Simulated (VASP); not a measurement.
Calculation: PBEsol GGA, VASP's PBE PAW potentials (set 64) (plane waves; VASP).

Input for VASP

**POSCAR**
```
HfO2
5.0201340
  0.0000000000   0.5000000101   0.5000000101
  0.5000000101   0.0000000000   0.5000000101
  0.5000000101   0.5000000101   0.0000000000
Hf O
1 2
Cart
  0.0000000000   0.0000000000   0.0000000000
  0.7500000152   0.7500000152   0.7500000152
  0.2500000051   0.2500000051   0.2500000051
```

KPOINTS:
```
Automatic mesh
0
Gamma
9 9 9
0 0 0
```

INCAR:
```
SYSTEM = HfO2
LWAVE = F
LMAXMIX = 6
ENCUT = 520   ! plane-wave cut-off (eV)
LCHARG = T
ALGO = Normal   ! blocked Davidson
ISMEAR = -5
LORBIT = 11   ! lm-projected
ISIF = 2   ! forces and stress, cell fixed
PREC = Accurate
EDIFF = 1E-7   ! SCF stop (eV)
LREAL = F
GGA = PS
LASPH = T   ! aspherical one-centre terms
NELM = 100
NEDOS = 601   ! DOS grid
```

POTCAR, in this order: Hf_pv O (PBE.64 set). Program: vasp_std.

Question: What will the output report for the number of irreducible k-points (NKPTS), number of bands (NBANDS), largest plane-wave count, number of space-group operations, FFT grid (NGX, NGY, NGZ)?

Answer: 
number of irreducible k-points (NKPTS): 35
number of bands (NBANDS): 15
largest plane-wave count: 881
number of space-group operations: 48
FFT grid (NGX, NGY, NGZ): 28 × 28 × 28

The structure comes from a computed database's HfO2 entry (Fm-3m); how it stands against other phases isn't given here. It was relaxed first.
